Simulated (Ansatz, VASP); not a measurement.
## Ti3Si13O32 (amorphous 81SiO2-19TiO2 (mol %)): VASP beside Ansatz

Aim: how closely do two programs agree when they are given the same cell, functional and k mesh? Of the first pair: The cell is taken from a series of runs on this material, whose earlier steps may have relaxed, scaled, displaced or heated it; both programs get it as it stands.

Method: plane waves, with VASP 6.6.1 beside it; single point at PBE, in Ansatz 0.2.0.

## 1. The starting structure

The cell holds 96 atoms: 26 Si, 6 Ti and 64 O. Its edges and angles: a = 11.196 Å, b = 11.196 Å, c = 11.196 Å, α = 90.0°, β = 90.0°, γ = 90.0°. As first built, before any earlier steps moved the atoms (in the runner's words): 96 atoms (26 Si, 6 Ti, 64 O) placed at random at 2.42 g/cm^3, melted at 5000 K for 10 ps at fixed volume with the Morse and Coulomb pair potential with partial charges (Pedone, Malavasi, Menziani, Cormack and Segre, J. Phys. Chem. B 110, 11780 (2006)). Quenched from 5000 K to 300 K at 50 K/ps and fixed volume, held 5 ps, then minimised at fixed cell.

## 2. Ansatz: single point, PBE, pair 1

Ansatz runs on its default PAW (the set named soft_2) files.

A single point gives forces, pressure and levels at one fixed geometry, so differences don't come from the geometry; what else differs is listed under the comparison.

input.yaml

```yaml
crystal:
  lattice:
    - [11.1956, 0.0, 0.0]
    - [0.0, 11.1956, 0.0]
    - [0.0, 0.0, 11.1956]
  atoms:
    - { symbol: Si, position: [0.2935, 0.61605, 0.78708] }
    - { symbol: Si, position: [0.94843, 0.44975, 0.68505] }
    - { symbol: Si, position: [0.65139, 0.85006, 0.24949] }
    - { symbol: Si, position: [0.75384, 0.24105, 0.71031] }
    - { symbol: Si, position: [0.06566, 0.5241, 0.92686] }
    - { symbol: Si, position: [0.42401, 0.77432, 0.61218] }
    - { symbol: Si, position: [0.76933, 0.40412, 0.17869] }
    - { symbol: Si, position: [0.14217, 0.2963, 0.08255] }
    - { symbol: Si, position: [0.53801, 0.5149, 0.55254] }
    - { symbol: Si, position: [0.01048, 0.4011, 0.30132] }
    - { symbol: Si, position: [0.37556, 0.054, 0.7819] }
    - { symbol: Si, position: [0.22086, 0.8869, 0.23524] }
    - { symbol: Si, position: [0.79161, 0.61646, 0.53027] }
    - { symbol: Si, position: [0.93931, 0.61456, 0.15808] }
    - { symbol: Si, position: [0.67789, 0.25441, 0.97659] }
    - { symbol: Si, position: [0.67596, 0.77852, 0.71144] }
    - { symbol: Si, position: [0.12399, 0.75979, 0.45499] }
    - { symbol: Si, position: [0.87338, 0.77124, 0.34305] }
    - { symbol: Si, position: [0.18954, 0.49794, 0.5648] }
    - { symbol: Si, position: [0.52274, 0.15777, 0.57267] }
    - { symbol: Si, position: [0.33719, 0.30168, 0.43052] }
    - { symbol: Si, position: [0.08608, 0.19594, 0.43896] }
    - { symbol: Si, position: [0.50544, 0.4242, 0.28647] }
    - { symbol: Si, position: [0.43406, 0.95486, 0.39564] }
    - { symbol: Si, position: [0.78539, 0.00971, 0.06915] }
    - { symbol: Si, position: [0.01729, 0.07649, 0.19218] }
    - { symbol: Ti, position: [0.5647, 0.52975, 0.83338] }
    - { symbol: Ti, position: [0.86792, 0.97636, 0.80684] }
    - { symbol: Ti, position: [0.40791, 0.19159, 0.03063] }
    - { symbol: Ti, position: [0.12114, 0.99015, 0.63946] }
[... 60 atom lines left out ...]
    - { symbol: O, position: [0.10368, 0.9615, 0.19904] }
    - { symbol: O, position: [0.75027, 0.73953, 0.59304] }
    - { symbol: O, position: [0.43395, 0.04158, 0.07874] }
    - { symbol: O, position: [0.68762, 0.28649, 0.83623] }
    - { symbol: O, position: [0.41233, 0.58116, 0.85452] }
    - { symbol: O, position: [0.03296, 0.33222, 0.42263] }
kpoints:
  mp_grid: { grid: [1, 1, 1] }
hamiltonian:
  xc: pbe
scf:
  occupations: { method: fermi_dirac, width: 0.025 }
output:
  forces: true
```

On the command line:

```console
$ ansatz run input.yaml --threads 4 --pin off --max-ram 8192MiB --backend cpu --events-out ev --progress --plain --runs-dir out
```

Numbers of over 12 decimals in the logs are rounded to 6 here.

Output:

```text
Engine: ansatz 0.2.0, aarch64-unknown-linux-gnu
Pseudopotentials: kind: paw
Pseudopotential: Si, paw, valence charge 4, recommended cutoff 420 eV (normal), Si.paw.azcp
Pseudopotential: Ti, paw, valence charge 12, recommended cutoff 420 eV (normal), Ti.paw.azcp
Pseudopotential: O, paw, valence charge 6, recommended cutoff 420 eV (normal), O.paw.azcp
Functional definition: PBE
  parameter kappa = 0.804
  parameter beta = 0.066725
  exchange = pbe_x(kappa = kappa, mu = beta*pi^2/3)
  correlation = pbe_c(beta = beta)
Crystal: 96 atoms, lattice volume = 1403.273 Å³
Basis set: ecut = 420 eV, 27369 PW (Γ), exchange–correlation on 150×150×150 points (8 copies of the dense FFT grid, shifted against one another)
Bands: 376, of which v1, the nominal top of the filled ones, is band 280 counted from 1 (279 counted from 0)
Symmetry: 1 space group operations
Space group: P1 (ITA 1), of the structure as read, at distance tolerance 1.1e-4 Å
k-points: 1
Non-local potential: Si, projectors of the file, l = 0: 2, l = 1: 2, l = 2: 2
Non-local potential: Ti, projectors of the file, l = 0: 3, l = 1: 2, l = 2: 3, l = 3: 1
Non-local potential: O, projectors of the file, l = 0: 2, l = 1: 2, l = 2: 1
PAW form: soft (Blöchl's): semilocal exchange-correlation on the pseudo side does not see the compensation charge
PAW one-centre angular grid: Si, 110 points (default); XC on 64 Gauss nodes
PAW one-centre angular grid: Ti, 590 points (default); XC on 64 Gauss nodes
PAW one-centre angular grid: O, 110 points (default); XC on 64 Gauss nodes
Initial density: superposition of atomic densities (neutral atoms: chi_scale 0, normalization atom), corrected by the library's trained network
Initial wavefunctions: pseudopotential atomic-orbital guess
Functional: x = pbe(κ = 0.804, μ = 0.219515), c = pbe(β = 0.066725)
SCF iter   1: F=—  HF=-67944.902759 eV  |F-HF|=—  |Δ(HF+E_count)|=         —  Δρ=2.79e-3  dr2=1.31e-1  ethr=1.77e-3  ⟨swp⟩=5.0  Hψ=1518  notcnv=0  defer=69
preconditioner: auto → Resta (q_TF=auto, 2.341 Å⁻¹)  ε∞=3.3  [insulator: Δε(μ)=3.504 eV  Ē_g=14.647 eV  σ=0.025 eV  W_gap=1.00  n_scr=304 (ndim 8)  ℏωp=22.4 eV  f_vac=0.234  D(μ)=0.00/eV (n_scr^D=0)  ε∞_Penn≈3.3]
SCF iter   2: F=—  HF=-67944.913319 eV  |F-HF|=—  |Δ(HF+E_count)|=   1.06e-2  Δρ=1.62e-3  dr2=3.46e-2  ethr=2.34e-5  ⟨swp⟩=2.0  Hψ=636  notcnv=0  defer=89
SCF iter   3: F=—  HF=-67944.913185 eV  |F-HF|=—  |Δ(HF+E_count)|=   1.34e-4  Δρ=8.44e-4  dr2=1.45e-2  ethr=6.19e-6  ⟨swp⟩=2.0  Hψ=490  notcnv=0  defer=38
automatic band count: iteration 3 solves 325 bands in place of 376: the levels show a gap, and the empty bands left out lie too high to hold charge; the band table lists the bands solved (type scf.n_extra_bands for more)
SCF iter   4: F=—  HF=-67944.912759 eV  |F-HF|=—  |Δ(HF+E_count)|=   4.26e-4  Δρ=4.36e-4  dr2=3.39e-3  ethr=2.59e-6  ⟨swp⟩=2.0  Hψ=553  notcnv=0  defer=38
SCF iter   5: F=—  HF=-67944.912172 eV  |F-HF|=—  |Δ(HF+E_count)|=   5.87e-4  Δρ=1.70e-4  dr2=5.42e-4  ethr=6.06e-7  ⟨swp⟩=2.0  Hψ=564  notcnv=0  defer=38
SCF iter   6: F=—  HF=-67944.912111 eV  |F-HF|=—  |Δ(HF+E_count)|=   6.04e-5  Δρ=9.94e-5  dr2=1.68e-4  ethr=9.67e-8  ⟨swp⟩=2.0  Hψ=497  notcnv=0  defer=38
SCF iter   7: F=—  HF=-67944.912102 eV  |F-HF|=—  |Δ(HF+E_count)|=   9.09e-6  Δρ=4.15e-5  dr2=3.06e-5  ethr=3.00e-8  ⟨swp⟩=2.0  Hψ=559  notcnv=0  defer=38
SCF iter   8: F=—  HF=-67944.909869 eV  |F-HF|=—  |Δ(HF+E_count)|=   2.23e-3  Δρ=2.13e-5  dr2=7.51e-6  ethr=5.47e-9  ⟨swp⟩=2.0  Hψ=601  notcnv=0  defer=38
SCF iter   9: F=—  HF=-67944.909868 eV  |F-HF|=—  |Δ(HF+E_count)|=   6.29e-7  Δρ=8.98e-6  dr2=1.57e-6  ethr=1.34e-9  ⟨swp⟩=2.0  Hψ=566  notcnv=0  defer=38
SCF iter  10: F=—  HF=-67944.909868 eV  |F-HF|=—  |Δ(HF+E_count)|=   9.79e-8  Δρ=5.70e-6  dr2=5.46e-7  ethr=2.81e-10  ⟨swp⟩=2.0  Hψ=559  notcnv=0  defer=38
SCF iter  11: F=-67944.909868 eV  HF=-67944.909868 eV  |F-HF|=3.35e-8  |Δ(HF+E_count)|=   1.30e-7  Δρ=1.74e-6  dr2=5.47e-8  ethr=1.79e-11  ⟨swp⟩=3.0  Hψ=1164  notcnv=0
SCF 1 converged in 11 iterations: F = -67944.909868 eV  dr2 = 5.47e-8
  greatest PAW one-centre occupation: 0.999 electrons in one spin orbital (limit 2), on the Ti atom at site 29 (counted from 0), in its partial waves of l = 0
SCF converged after 11 iterations
Free energy (F): -67944.909868 eV
Harris-Foulkes:  -67944.909868 eV  (|F-HF|=3.35e-8)
Internal energy: -67944.909868 eV  (E = F + TS)
E sigma→0 (E₀):  -67944.909868 eV
Fermi energy:    3.871192 eV
--- Per-component energies (eV) ---
  E_band       = -4214.303359
  E_kinetic    = 14259.636496
  E_local      = -48898.997130  (includes V_loc(G=0)·N_el)
  E_nonlocal   = 3733.003293
  E_hartree    = 19086.774652
  E_xc         = -6793.994151
  E_vxc        = -8042.000989  (∫ρ·V_xc dr)
  E_paw        = -29794.206326  (= ΣΔE_a)
  E_vpaw       = -3439.665413  (= ΣTr[D̂ρ^β])
  E_aug_tail   = 0.165057  (compensation charges beyond the density's cutoff)
  E_ewald      = -19537.291758
  E_smearing   = -0.000000  (= −TS)
  E_closure    = -0.000000  (closes the sum)
  Σ components = -67944.909868   (vs F -67944.909868, Δ=0.00e0)
--- Forces (eV/Å), atoms counted from 1 ---
  atom   1  Si    -0.23336803     0.05762377    -2.10079719
  atom   2  Si     0.06587257     0.84625411    -0.04431848
  atom   3  Si     0.85429884    -0.37005871    -0.12140564
  atom   4  Si    -0.38705395    -0.12950457     1.32644065
  atom   5  Si     0.55951336    -1.22420356    -0.20438524
  atom   6  Si     1.58550823    -2.61702495     0.19269148
  atom   7  Si     1.03856685     0.94877482     0.43329381
  atom   8  Si    -2.35718483     0.14568272     0.96207182
  atom   9  Si     0.61097758     2.46486190     0.93458066
  atom  10  Si    -0.87941049     0.32130614    -2.44629130
  atom  11  Si     0.49475359     0.32264965     0.94843646
  atom  12  Si     0.24646587     1.12436454     1.63704815
  atom  13  Si    -1.13706986     0.85575664     0.87280994
  atom  14  Si    -0.37016661    -3.19263418     1.87910945
  atom  15  Si     0.38715655    -1.30302509     0.08270129
  atom  16  Si    -1.04451163    -2.57554693    -2.08277766
  atom  17  Si    -0.68170790    -0.62515221    -0.87814657
  atom  18  Si    -0.16509406    -2.14033789     0.10685159
  atom  19  Si    -0.32990008     1.02150923     0.71744369
  atom  20  Si    -1.15465624    -0.37976767    -0.37090904
  atom  21  Si    -0.23438524     0.40514676     0.59327715
  atom  22  Si     0.80994015     0.94083307    -1.89952860
  atom  23  Si     0.84055880     0.13717493     0.88625122
  atom  24  Si     0.05590249    -0.52130685     0.59318033
[...]
atom  89  O     -0.46339837    -1.04168632    -0.84779804
  atom  90  O     -1.25150205     0.86976490    -0.75710515
  atom  91  O     -0.35179183    -0.62932760    -0.54734284
  atom  92  O      0.47081351     1.21619580     0.02961777
  atom  93  O      0.56941031    -0.37297777     0.76223561
  atom  94  O     -0.23234067     0.63207783    -0.74105976
  atom  95  O      0.85004494    -0.14944559     1.39909410
  atom  96  O     -0.10733665     0.03545927     2.18692606
  max |Σ_I F_I| component: 8.58e-5 eV/Å
```

The column dr2 measures how far the density is from self-consistency, as an energy; F and HF (Harris–Foulkes) agree once it is small.

## 3. VASP: single point, PBE, pair 1

The same cell, functional, mesh and smearing now go to VASP, with its own data sets.

Lines of VASP's logs that name or quote its potential files are left out, and so is its time.

INCAR

```
SYSTEM = Ti3Si13O32
PREC = Accurate
ENCUT = 520
EDIFF = 1E-06
NELM = 120
ISMEAR = -1
SIGMA = 0.025
LREAL = Auto
ALGO = Normal
GGA = PE
NBANDS = 352
LASPH = .TRUE.
LORBIT = 11
LWAVE = .FALSE.
LCHARG = .FALSE.
ISIF = 2
GGA_COMPAT = .FALSE.
EFERMI = MIDGAP
NCORE = 2
```

POSCAR

```
Ti3Si13O32
1.0
   11.1956000000      0.0000000000      0.0000000000
    0.0000000000     11.1956000000      0.0000000000
    0.0000000000      0.0000000000     11.1956000000
Si Ti O
26 6 64
Direct
    0.2935000000      0.6160500000      0.7870800000
    0.9484300000      0.4497500000      0.6850500000
    0.6513900000      0.8500600000      0.2494900000
    0.7538400000      0.2410500000      0.7103100000
    0.0656600000      0.5241000000      0.9268600000
    0.4240100000      0.7743200000      0.6121800000
    0.7693300000      0.4041200000      0.1786900000
    0.1421700000      0.2963000000      0.0825500000
    0.5380100000      0.5149000000      0.5525400000
    0.0104800000      0.4011000000      0.3013200000
    0.3755600000      0.0540000000      0.7819000000
    0.2208600000      0.8869000000      0.2352400000
    0.7916100000      0.6164600000      0.5302700000
    0.9393100000      0.6145600000      0.1580800000
    0.6778900000      0.2544100000      0.9765900000
    0.6759600000      0.7785200000      0.7114400000
    0.1239900000      0.7597900000      0.4549900000
    0.8733800000      0.7712400000      0.3430500000
    0.1895400000      0.4979400000      0.5648000000
    0.5227400000      0.1577700000      0.5726700000
    0.3371900000      0.3016800000      0.4305200000
    0.0860800000      0.1959400000      0.4389600000
    0.5054400000      0.4242000000      0.2864700000
    0.4340600000      0.9548600000      0.3956400000
    0.7853900000      0.0097100000      0.0691500000
    0.0172900000      0.0764900000      0.1921800000
    0.5647000000      0.5297500000      0.8333800000
    0.8679200000      0.9763600000      0.8068400000
    0.4079100000      0.1915900000      0.0306300000
    0.1211400000      0.9901500000      0.6394600000
[... 60 atom lines left out ...]
    0.1036800000      0.9615000000      0.1990400000
    0.7502700000      0.7395300000      0.5930400000
    0.4339500000      0.0415800000      0.0787400000
    0.6876200000      0.2864900000      0.8362300000
    0.4123300000      0.5811600000      0.8545200000
    0.0329600000      0.3322200000      0.4226300000
```

KPOINTS

```
Automatic mesh
0
Gamma
1 1 1
0 0 0
```

Potentials, in the order of the species: Si, Ti_sv and O (PBE family, release 64).

On the command line:

```console
$ mpirun -np 8 vasp_gam
```

Output:

```text
[banner, memory and clock lines left out]
running    8 mpi-ranks, on    1 nodes
[...]
LDA part: xc-table for (Slater+PW92), standard interpolation
 POSCAR, INCAR and KPOINTS ok, starting setup
[...]
entering main loop
       N       E                     dE             d eps       ncg     rms          rms(c)
DAV:   1     0.669639291855E+04    0.66964E+04   -0.32511E+05   704   0.163E+03
DAV:   2    -0.150984658843E+02   -0.67115E+04   -0.64014E+04   848   0.437E+02
DAV:   3    -0.850741029660E+03   -0.83564E+03   -0.82746E+03   816   0.174E+02
DAV:   4    -0.899870951342E+03   -0.49130E+02   -0.48963E+02  1056   0.410E+01
[...]
DAV:  19    -0.764429860110E+03    0.16283E-05   -0.11569E-05   808   0.829E-03    0.984E-03
DAV:  20    -0.764429858414E+03    0.16968E-05   -0.20025E-06   544   0.605E-03    0.496E-03
DAV:  21    -0.764429857598E+03    0.81598E-06   -0.21676E-06   568   0.551E-03
   1 F= -.76442986E+03 E0= -.76442986E+03  d E =0.000000E+00
```

OUTCAR, selected parts (step 3):

```text
  Total       76.4506953     64.2657826     65.8662202     -2.4782372     20.7852894      3.4053220
  in kB       87.2870672     73.3750251     75.2023139     -2.8295107     23.7314644      3.8880035
  external PRESSURE =      78.6214687 kB  Pullay stress =       0.0000000 kB

 POSITION                                       TOTAL-FORCE (eV/Angst)
 -----------------------------------------------------------------------------------
      3.28591      6.89705      8.81183        -0.269924      0.084484     -2.076965
     10.61824      5.03522      7.66955         0.040943      0.817775     -0.033117
      7.29270      9.51693      2.79319         0.822998     -0.326007     -0.122103
      8.43969      2.69870      7.95235        -0.394175     -0.091537      1.292414
[...]
3.04487      5.89415      7.58435         0.730221     -0.809410     -0.017796
     10.24229      8.33009      2.31939         0.229125      1.556094     -1.100892
     10.01379      6.23147      6.78129         1.069809     -0.213350      0.536601
      1.98330      6.70325      9.73536        -0.416512      0.762972      0.952008
      5.25902      7.20952      6.28566        -0.534567     -0.166931     -0.677655
      9.84989      0.60826      1.86619        -0.427793     -0.029528      0.967272
      9.83892      4.01989      2.89798        -0.691238     -1.502838      0.772765
      0.09763      6.67101      0.41435         0.592733      1.221856     -1.169232
      0.75458      1.90784      1.01320        -0.290756     -0.496097     -0.813234
[...]
-----------------------------------------------------------------------------------
    total drift:                               -0.005527      0.029237     -0.010469

  FREE ENERGIE OF THE ION-ELECTRON SYSTEM (eV)
  ---------------------------------------------------
  free  energy   TOTEN  =      -764.4298575977 eV

  energy  without entropy=     -764.4298575977  energy(sigma->0) =     -764.42985760

[... 3 further parts left out ...]
[key lines of the parts left out:]
E-fermi :   2.2691
```

The run ends at a pressure of 7.86 GPa, with forces up to 3.7 eV/Å.

## 4. Side by side

Known differences besides the potentials themselves: the cutoff is 420 eV in Ansatz and 520 eV in VASP (PREC = Accurate, projectors in real space). Total energies have different zeros and are not compared.

The two programs side by side:

```csv
quantity,Ansatz,VASP,difference
gap on the k mesh (eV),3.395,3.372,+0.024
```

Forces on 10 of the 96 atoms, those with the largest forces and the largest differences (eV/Å; atoms numbered as in POSCAR):

```csv
atom,"Ansatz x, y, z","VASP x, y, z"
Si6,"1.586, -2.617, 0.193","1.549, -2.587, 0.174"
Si8,"-2.357, 0.146, 0.962","-2.349, 0.151, 0.932"
Si9,"0.611, 2.465, 0.935","0.592, 2.446, 0.901"
Si10,"-0.879, 0.321, -2.446","-0.868, 0.320, -2.413"
Si14,"-0.370, -3.193, 1.879","-0.349, -3.166, 1.832"
Si16,"-1.045, -2.576, -2.083","-1.038, -2.527, -2.073"
Si22,"0.810, 0.941, -1.900","0.802, 0.935, -1.894"
Ti27,"-0.146, 1.313, -1.562","-0.127, 1.233, -1.553"
Ti29,"0.085, -1.760, -1.381","0.067, -1.715, -1.346"
O52,"1.109, -0.788, 1.075","1.157, -0.837, 1.090"
```

The forces differ by 17 meV/Å r.m.s., which is 2.0 % of the r.m.s. force of 0.871 eV/Å (both taken over all components). A gap on the mesh is an upper bound, since the band edges may lie between its points.

[end of part 1 of 2]

[Lines on the potential files, build, host, timing and source positions are cut from VASP's logs without a mark.]

[Logs are printed without paths, hosts, clocks, repeated set-up lines and the standing remarks that a program may print on its own settings, such as how far it seeks lower states.]

[Hosts, paths, dates, database ids (printed as entryN), source tags and the programs' standing remarks are cut or masked in the printed files.]
